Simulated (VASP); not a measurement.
Input:

```xyz
3
Lattice="1.8825 -3.2606 0.0000 1.8825 3.2606 0.0000 0.0000 0.0000 5.8790" Properties=species:S:1:pos:R:3 pbc="T T T"
Sn     0.0000     0.0000     0.0000
Se     1.8825     1.0869     1.5608
Se     1.8825    -1.0869     4.3182
```

Level of theory: PBE GGA with D3 dispersion (Becke-Johnson damping), VASP's PBE PAW potentials (set 64) (plane waves; VASP). Numerical set-up: 520 eV cut-off, 7×7×4 Γ-centred mesh, Gaussian smearing of 0.050 eV, potentials Sn_d Se.

**Question.** The ions and cell shape at fixed volume are relaxed. What does this cell relax into?

**Answer.** 
```xyz
3
Lattice="1.9039 -3.2977 0.0000 1.9039 3.2977 0.0000 0.0000 0.0000 5.7473" Properties=species:S:1:pos:R:3 pbc="T T T"
Sn     0.0000     0.0000     0.0000
Se     1.9039     1.0992     1.5907
Se     1.9039    -1.0992     4.1566
```
Space group P-3m1 (164), at a tolerance of 0.03 Å.

**Question.** How much energy does the relaxation gain?

**Answer.** The energy (σ→0) changes by -11.4 meV/atom, in 5 ionic steps.

The compound is SnSe2 in the 1T layered structure. This cell is one point of a volume scan, at 0.94 of the reference volume. Symmetry was kept, so distortions that lower it aren't found.
